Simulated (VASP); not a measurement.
**AlN: exact exchange and RPA correlation**

How do semilocal functionals compare with the RPA for AlN, and at what cost? The scan starts from a database cell scaled to its smallest volume. The cell is of the zinc-blende type, which need not be the form that is stable at ambient conditions. The start is a computed cell from a database.

Program: VASP 6.6.1. Level of theory: RPA correlation on PBE orbitals; plane waves and PAW (Al_GW, N_GW), in the first sound run; inputs show where later runs differ. Values are calculated unless marked as measured.

### 1. The structure

The structure is cubic, space group F-43m (No. 216). Conventional cell: a = 4.279 Å, b = 4.279 Å, c = 4.279 Å, α = 90.00°, β = 90.00°, γ = 90.00°. Nearest to Al lie 4 N at 1.85 Å. Nearest to N lie 4 Al at 1.85 Å. Farther neighbours, and contacts between anions beyond the nearest, are not listed.

As a file:

```xyz
2
Lattice="0.0000 2.1394 2.1394 2.1394 0.0000 2.1394 2.1394 2.1394 0.0000" Properties=species:S:1:pos:R:3 pbc="T T T"
Al    0.0000    0.0000    0.0000
N     1.0697    1.0697    1.0697
```

### 2. Orbitals, volume ratio 0.94

RPA gives no stress here, so the energy is scanned over volumes, at one cutoff and mesh. Volumes are given as ratios to a reference cell, and this first cell is that cell scaled to 0.94. Each point starts from PBE orbitals, tightly converged.

INCAR

```
SYSTEM = AlN
PREC = Accurate
ENCUT = 470
EDIFF = 1E-08
NELM = 100
ISMEAR = 0
SIGMA = 0.05
LREAL = .FALSE.
ALGO = Normal
GGA = PE
NBANDS = 10
LORBIT = 11
LWAVE = .TRUE.
LCHARG = .FALSE.
KPAR = 8
```

POSCAR

```
AlN
1.0
    0.0000000000      2.1394097525      2.1394097525
    2.1394097525      0.0000000000      2.1394097525
    2.1394097525      2.1394097525      0.0000000000
Al N
1 1
Direct
    0.0000000000      0.0000000000      0.0000000000
    0.2500000000      0.2500000000      0.2500000000
```

KPOINTS

```
Automatic mesh
0
Gamma
4 4 4
0 0 0
```

PAW data sets: Al_GW and N_GW (PBE family, release 64).

Launch:

```sh
$ mpirun -np 8 vasp_std
```

The log of the run:

```text
[banner, memory and clock lines left out]
running    8 mpi-ranks, on    1 nodes
 distrk:  each k-point on    1 cores,    8 groups
 distr:  one band on    1 cores,    1 groups

 POSCAR found type information on POSCAR AlN
 POSCAR found :  2 types and       2 ions
|                                                                             |
|           W    W    AA    RRRRR   N    N  II  N    N   GGGG   !!!           |
|           W    W   A  A   R    R  NN   N  II  NN   N  G    G  !!!           |
|           W    W  A    A  R    R  N N  N  II  N N  N  G       !!!           |
|           W WW W  AAAAAA  RRRRR   N  N N  II  N  N N  G  GGG   !            |
|           WW  WW  A    A  R   R   N   NN  II  N   NN  G    G                |
|           W    W  A    A  R    R  N    N  II  N    N   GGGG   !!!           |
|                                                                             |
|     For optimal performance we recommend to set                             |
|       NCORE = 2 up to number-of-cores-per-socket                            |
|     NCORE specifies how many cores store one orbital (NPAR=cpu/NCORE).      |
|     This setting can greatly improve the performance of VASP for DFT.       |
|     The default, NCORE=1 might be grossly inefficient on modern             |
|     multi-core architectures or massively parallel machines. Do your        |
|     Unfortunately you need to use the default for GW and RPA                |
|     calculations (for HF NCORE is supported but not extensively tested      |
|     yet).                                                                   |
|                                                                             |

 LDA part: xc-table for (Slater+PW92), standard interpolation
 POSCAR, INCAR and KPOINTS ok, starting setup
 FFT: planning ... GRIDC
 FFT: planning ... GRID_SOFT
 FFT: planning ... GRID
 WAVECAR not read
 entering main loop
       N       E                     dE             d eps       ncg     rms          rms(c)
DAV:   1     0.190173E+02    0.19017E+02   -0.43534E+03   160   0.683E+02
DAV:   2    -0.160474E+02   -0.35065E+02   -0.34096E+02   186   0.185E+02
DAV:   3    -0.172521E+02   -0.12048E+01   -0.12003E+01   204   0.289E+01
DAV:   4    -0.172580E+02   -0.58517E-02   -0.58496E-02   198   0.252E+00
DAV:   5    -0.172581E+02   -0.10217E-03   -0.10217E-03   218   0.306E-01    0.884E+00
DAV:   6    -0.147787E+02    0.24794E+01   -0.11871E+01   238   0.259E+01    0.218E+00
DAV:   7    -0.147502E+02    0.28465E-01   -0.12768E-01   180   0.267E+00    0.142E+00
DAV:   8    -0.147434E+02    0.68571E-02   -0.25059E-02   174   0.274E+00    0.170E-01
DAV:   9    -0.147432E+02    0.16977E-03   -0.18892E-03   250   0.382E-01    0.580E-02
DAV:  10    -0.147433E+02   -0.10474E-03   -0.12874E-04   172   0.905E-02    0.149E-02
DAV:  11    -0.147433E+02    0.16761E-05   -0.11752E-05   222   0.349E-02    0.203E-03
DAV:  12    -0.147433E+02   -0.22553E-06   -0.23916E-07   184   0.597E-03    0.496E-04
DAV:  13    -0.147433E+02    0.37152E-08   -0.36776E-08   174   0.156E-03
   1 F= -.14743314E+02 E0= -.14743314E+02  d E =-.113951E-22
 writing wavefunctions
```

Run time: 2 s. Hardware: 8 MPI ranks of Intel Xeon 6975P-C (Granite Rapids), shared host; peak memory 1 GiB.

Lines that name or quote the potential files are left out of all logs, and their timing lines are given in words.

Parts of OUTCAR (step 2):

```text
ion  position               nearest neighbor table
   1  0.000  0.000  0.000-   2 1.85   2 1.85   2 1.85   2 1.85
   2  0.250  0.250  0.250-   1 1.85   1 1.85   1 1.85   1 1.85

  LATTYP: Found a face centered cubic cell.
 ALAT       =     4.2788195050

 Subroutine GETGRP returns: Found 24 space group operations
 (whereof 24 operations were pure point group operations)

The static configuration has the point symmetry T_d .

 Found      8 irreducible k-points:

   k-points           NKPTS =      8   k-points in BZ     NKDIM =      8   number of bands    NBANDS=     10

   dimension x,y,z NGX =    24 NGY =   24 NGZ =   24
   dimension x,y,z NGXF=    48 NGYF=   48 NGZF=   48

   ENCUT  =  470.0 eV  34.54 Ry    5.88 a.u.   5.35  5.35  5.35*2*pi/ulx,y,z

   NELECT =       8.0000    total number of electrons

 k-points in reciprocal lattice and weights: Automatic mesh
   0.00000000  0.00000000  0.00000000       0.016
   0.25000000  0.00000000  0.00000000       0.125
   0.50000000  0.00000000  0.00000000       0.062
   0.25000000  0.25000000  0.00000000       0.094
   0.50000000  0.25000000  0.00000000       0.375
  -0.25000000  0.25000000  0.00000000       0.188
   0.50000000  0.50000000  0.00000000       0.047
  -0.25000000  0.50000000  0.25000000       0.094

 average (electrostatic) potential at core
       1 -49.1992       2 -59.2656

 E-fermi :   5.8534

 k-point     1 :       0.0000    0.0000    0.0000
  band No.  band energies     occupation
      1      -9.8498      2.00000
      2       5.5136      2.00000
      3       5.5136      2.00000
      4       5.5136      2.00000
      5      10.2497      0.00000
      6      18.6641      0.00000
      7      18.6641      0.00000
      8      18.6641      0.00000
      9      23.6756      0.00000
    ...

 k-point     2 :       0.2500    0.0000    0.0000
  band No.  band energies     occupation
      1      -8.9312      2.00000
      2       2.1471      2.00000
      3       5.2531      2.00000
      4       5.2531      2.00000
      5      12.4931      0.00000
      6      17.0330      0.00000
      7      18.3223      0.00000
      8      18.3223      0.00000
      9      22.3079      0.00000
    ...

 k-point     3 :       0.5000    0.0000    0.0000
  band No.  band energies     occupation
      1      -7.6077      2.00000
      2      -0.6282      2.00000
      3       5.0239      2.00000
      4       5.0239      2.00000
      5      13.4407      0.00000
      6      15.7941      0.00000
      7      17.0242      0.00000
      8      17.0242      0.00000
      9      24.3224      0.00000
    ...

  Total        2.1943755      2.1943755      2.1943755      0.0000000      0.0000000      0.0000000
  in kB      179.5186725    179.5186725    179.5186725      0.0000000      0.0000000      0.0000000
  external PRESSURE =     179.5186725 kB  Pullay stress =       0.0000000 kB

  energy-cutoff  :      470.00
  volume of cell :       19.58
      direct lattice vectors                 reciprocal lattice vectors
     0.000000000  2.139409753  2.139409753    -0.233709321  0.233709321  0.233709321
     2.139409753  0.000000000  2.139409753     0.233709321 -0.233709321  0.233709321
     2.139409753  2.139409753  0.000000000     0.233709321  0.233709321 -0.233709321

 POSITION                                       TOTAL-FORCE (eV/Angst)
 -----------------------------------------------------------------------------------
      0.00000      0.00000      0.00000        -0.000000      0.000000     -0.000000
      1.06970      1.06970      1.06970         0.000000     -0.000000      0.000000
 -----------------------------------------------------------------------------------
    total drift:                               -0.000000     -0.000000     -0.000000

  FREE ENERGIE OF THE ION-ELECTRON SYSTEM (eV)
  ---------------------------------------------------
  free  energy   TOTEN  =       -14.7433135815 eV

  energy  without entropy=      -14.7433135815  energy(sigma->0) =      -14.74331358

 total charge
# of ion       s       p       d       tot
------------------------------------------
    1        0.447   0.605   0.250   1.302
    2        1.192   2.623   0.000   3.815
--------------------------------------------------
tot          1.639   3.228   0.250   5.117

[... 3 further parts left out ...]
```

The gap is read on the k-mesh alone, so it is an upper bound where the band edges lie off the mesh.

A gap read on the k-mesh alone can miss the band edges.

Read from the output:

```
free energy (TOTEN)            : -14.74 eV
Fermi energy                   : 5.853 eV
pressure                       : 17.95 GPa
gap on the k-mesh              : 3.322 eV
least direct gap on the k-mesh : 4.736 eV
```

### 3. Exact exchange, volume ratio 0.94

This step: Hartree-Fock energy on PBE orbitals; plane waves and PAW (Al_GW, N_GW) (VASP 6.6.1).

The Hartree-Fock energy is evaluated once on these orbitals (ALGO = Eigenval, NELM = 1), without letting them relax. It uses the mesh of the correlation step, since the long-wavelength errors of the two partly cancel, and the total energy is their sum.

INCAR

```
SYSTEM = AlN
PREC = Accurate
ENCUT = 470
ISMEAR = 0
SIGMA = 0.05
LREAL = .FALSE.
GGA = PE
NBANDS = 10
ALGO = Eigenval
NELM = 1
LHFCALC = .TRUE.
AEXX = 1
ALDAC = 0
AGGAC = 0
PRECFOCK = Normal
LWAVE = .FALSE.
LCHARG = .FALSE.
```

POSCAR is that of step 2.

KPOINTS is that of step 2.

The run starts from files that an earlier step left in the folder.

Launch:

```sh
$ mpirun -np 8 vasp_std
```

The log of the run:

```text
[banner, memory and clock lines left out]
running    8 mpi-ranks, on    1 nodes
 distrk:  each k-point on    8 cores,    1 groups
 distr:  one band on    1 cores,    8 groups

 POSCAR found type information on POSCAR AlN
 POSCAR found :  2 types and       2 ions
 [... a notice as in an earlier step ...]

 LDA part: xc-table for (Slater+PW92), standard interpolation
|                                                                             |
|           W    W    AA    RRRRR   N    N  II  N    N   GGGG   !!!           |
|           W    W   A  A   R    R  NN   N  II  NN   N  G    G  !!!           |
|           W    W  A    A  R    R  N N  N  II  N N  N  G       !!!           |
|           W WW W  AAAAAA  RRRRR   N  N N  II  N  N N  G  GGG   !            |
|           WW  WW  A    A  R   R   N   NN  II  N   NN  G    G                |
|           W    W  A    A  R    R  N    N  II  N    N   GGGG   !!!           |
|                                                                             |
|     The number of bands has been changed from the values supplied in        |
|     The orbitals not found in the WAVECAR file will be initialized with     |
|     random numbers, which is usually adequate. For correlated               |
|     calculations, however, you should redo the groundstate calculation.     |
|     I found NBANDS = 10. Now, NBANDS = 16.                                  |
|                                                                             |

 found WAVECAR, reading the header
  number of bands has changed, file:    10 present:    16
  trying to continue reading WAVECAR, but it might fail
 POSCAR, INCAR and KPOINTS ok, starting setup
 FFT: planning ... GRIDC
 FFT: planning ... GRID_SOFT
 FFT: planning ... GRID
 reading WAVECAR
 random initialization beyond band           10
 the WAVECAR file was read successfully
 initial charge from wavefunction
 entering main loop
       N       E                     dE             d eps       ncg     rms          rms(c)
EIG:   1    -0.257981E+02   -0.25798E+02    0.00000E+00     0   0.000E+00
   1 F= -.25798134E+02 E0= -.25798134E+02  d E =-.981911E-20
```

It took 4.2 s on 8 MPI ranks; peak memory 0.82 GiB.

Parts of OUTCAR (step 3):

```text
The static configuration has the point symmetry T_d .

 Found      8 irreducible k-points:

   k-points           NKPTS =      8   k-points in BZ     NKDIM =     64   number of bands    NBANDS=     16

   NELECT =       8.0000    total number of electrons

  exchange ACFDT corr.  =         0.00000000  see jH, gK, PRB 81, 115126

 E-fermi :   5.8276

 k-point     1 :       0.0000    0.0000    0.0000
  band No.  band energies     occupation
      1     -19.9417      2.00000
      2       1.2570      2.00000
      3       1.2570      2.00000
      4       1.2570      2.00000
      5      15.2545      0.00000
      6      25.0177      0.00000
      7      25.0177      0.00000
      8      25.0177      0.00000
      9      30.5469      0.00000
    ...

 k-point     2 :       0.2500    0.0000    0.0000
  band No.  band energies     occupation
      1     -18.8011      2.00000
      2      -2.9531      2.00000
      3       0.9192      2.00000
      4       0.9192      2.00000
      5      17.9691      0.00000
      6      23.4173      0.00000
      7      24.6102      0.00000
      8      24.6102      0.00000
      9      29.0820      0.00000
    ...

 POSITION                                       TOTAL-FORCE (eV/Angst)
 -----------------------------------------------------------------------------------
      0.00000      0.00000      0.00000        -0.000000     -0.000000     -0.000000
      1.06970      1.06970      1.06970         0.000000      0.000000      0.000000
 -----------------------------------------------------------------------------------
    total drift:                               -0.000000     -0.000000     -0.000000

  FREE ENERGIE OF THE ION-ELECTRON SYSTEM (eV)
  ---------------------------------------------------
  free  energy   TOTEN  =       -25.7981338463 eV

  energy  without entropy=      -25.7981338463  energy(sigma->0) =      -25.79813385

[... 7 parts as in an earlier step ...]

[... 5 further parts left out ...]
```

The k-mesh is coarse for unscreened exact exchange, which converges slowly with it.

Read from the output:

```yaml
free_energy_toten: -25.80 eV
```

The Hartree-Fock energy on these orbitals is -12.8991 eV an atom.

### 4. Empty bands, volume ratio 0.94

This step: PBE; plane waves and PAW (Al_GW, N_GW) (VASP 6.6.1).

ALGO = Exact makes the empty bands from the converged ground state in one step. LOPTICS writes the k-derivatives of the orbitals (WAVEDER), which give the long-wavelength limit of the screening.

INCAR

```
SYSTEM = AlN
PREC = Accurate
ENCUT = 470
ISMEAR = 0
SIGMA = 0.05
LREAL = .FALSE.
GGA = PE
NBANDS = 464
ALGO = Exact
NELM = 1
LWAVE = .TRUE.
LCHARG = .FALSE.
LOPTICS = .TRUE.
NEDOS = 1000
CSHIFT = 0.1
```

POSCAR is that of step 3.

KPOINTS is that of step 3.

Launch:

```sh
$ mpirun -np 8 vasp_std
```

The log of the run:

```text
[banner, memory and clock lines left out]
running    8 mpi-ranks, on    1 nodes
 distrk:  each k-point on    8 cores,    1 groups
 distr:  one band on    1 cores,    8 groups

 POSCAR found type information on POSCAR AlN
 POSCAR found :  2 types and       2 ions
 [... a notice as in an earlier step ...]

 LDA part: xc-table for (Slater+PW92), standard interpolation
 found WAVECAR, reading the header
  number of bands has changed, file:    10 present:   464
  trying to continue reading WAVECAR, but it might fail
 POSCAR, INCAR and KPOINTS ok, starting setup
 FFT: planning ... GRIDC
 FFT: planning ... GRID_SOFT
 FFT: planning ... GRID
 reading WAVECAR
 random initialization beyond band           10
 the WAVECAR file was read successfully
 initial charge from wavefunction
 entering main loop
       N       E                     dE             d eps       ncg     rms          rms(c)
DIA:   1    -0.147433E+02   -0.14743E+02    0.00000E+00     0   0.000E+00
   1 F= -.14743314E+02 E0= -.14743314E+02  d E =-.206353E-77
 writing wavefunctions
 optical routines
 imaginary and real dielectric function
 recalculating local potential from charge density
 direction            1
 direction            2
 direction            3
```

It took 2.4 s on 8 MPI ranks; peak memory 0.92 GiB.

From OUTCAR (step 4):

```text
The static configuration has the point symmetry T_d .

 Found      8 irreducible k-points:

   k-points           NKPTS =      8   k-points in BZ     NKDIM =      8   number of bands    NBANDS=    464

   NELECT =       8.0000    total number of electrons

 E-fermi :   6.1698

 k-point     2 :       0.2500    0.0000    0.0000
  band No.  band energies     occupation
      1      -8.9312      2.00000
      2       2.1472      2.00000
      3       5.2531      2.00000
      4       5.2531      2.00000
      5      12.4932      0.00000
      6      17.0330      0.00000
      7      18.3223      0.00000
      8      18.3223      0.00000
      9      22.3079      0.00000
    ...

 k-point     3 :       0.5000    0.0000    0.0000
  band No.  band energies     occupation
      1      -7.6077      2.00000
      2      -0.6281      2.00000
      3       5.0239      2.00000
      4       5.0239      2.00000
      5      13.4407      0.00000
      6      15.7941      0.00000
      7      17.0242      0.00000
      8      17.0242      0.00000
      9      24.3224      0.00000
    ...

  Total        2.1942653      2.1942653      2.1942653      0.0000000      0.0000000      0.0000000
  in kB      179.5096528    179.5096528    179.5096528      0.0000000      0.0000000      0.0000000
  external PRESSURE =     179.5096528 kB  Pullay stress =       0.0000000 kB

  FREE ENERGIE OF THE ION-ELECTRON SYSTEM (eV)
  ---------------------------------------------------
  free  energy   TOTEN  =       -14.7433135804 eV

  energy  without entropy=      -14.7433135804  energy(sigma->0) =      -14.74331358

 plasma frequency squared (from intraband transitions) (eV^2)
  --------------------------------------------------------------------------------------
       0.000      -0.000       0.000
      -0.000       0.000      -0.000
       0.000      -0.000       0.000

[... 10 parts as in an earlier step ...]

[... 3 further parts left out ...]
```

WAVECAR now holds 464 bands for 8 electrons.

[end of part 1 of 6]

[Long decimals in the printed logs are rounded to 6 places.]

[Lines on the potential files, build, host, timing and source positions are cut from VASP's logs without a mark.]

[Logs are printed without paths, hosts, clocks, repeated set-up lines and the standing remarks that a program may print on its own settings, such as how far it seeks lower states.]

[Hosts, paths, dates, database ids (printed as entryN), source tags and the programs' standing remarks are cut or masked in the printed files.]

[Measured values are set beside computed ones only where the two were judged alike; some that the calculation misses by far are left out.]

[Pressures printed for these runs are not shown converged in the cutoff: they can be off by several GPa and have the wrong sign.]
